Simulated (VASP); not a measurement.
An input for Ansatz (written as the equivalent of a VASP run, and not itself run):

Ansatz 0.2 input:
```yaml
crystal:
  lattice:
    - [0.0380000, 1.9000000, 1.9000000]
    - [1.9000000, 0.0380000, 1.9000000]
    - [1.9380000, 1.9380000, 0.0000000]
  atoms:
    - { symbol: Rh, position: [0.0000000, 0.0000000, 0.0000000] }
kpoints:
  mp_grid: { grid: [16, 16, 16] }
hamiltonian:
  xc: r2scan
  pseudopotentials: { kind: paw }
scf:
  occupations: { method: methfessel_paxton, width: 0.1 }
  max_iter: 100
output: { forces: true, stress: true, eigenvalues: true }
```

Q: Translate this input to VASP (INCAR, KPOINTS, POSCAR, choice of POTCAR).

A: One answer among several that fit: 
INCAR:
```
# general
SYSTEM  = Rh
PREC    = Accurate
ENCUT   = 480
LREAL   = F
LASPH   = T

# electronic loop
EDIFF   = 1E-7
NELM    = 100
ALGO    = Normal
LMAXMIX = 4
LMIXTAU = T

# smearing
ISMEAR  = 1
SIGMA   = 0.1

# functional
METAGGA = R2SCAN

# ions
ISIF    = 2

# output
LWAVE   = F
LCHARG  = F
```

POSCAR:
```
Rh
2.6872740
  0.0141407240   0.7070362010   0.7070362010
  0.7070362010   0.0141407240   0.7070362010
  0.7211769250   0.7211769250   0.0000000000
Rh
1
Cart
  0.0000000000   0.0000000000   0.0000000000
```

### KPOINTS
```
kpoints
0
gamma
 16 16 16
```

POTCAR, in this order: Rh_pv (PBE.64 set). Program: vasp_std.

The two are equivalent in intent, not identical: each code has its own PAW files, so the cut-off isn't converted (ENCUT is set for VASP's; basis.ecutwfc is left out, and Ansatz then takes the one that its files recommend); Ansatz stops its SCF on the density residual and VASP on the energy change (EDIFF).

The compound is Rh in the fcc structure. This cell was strained or had an atom moved on purpose.
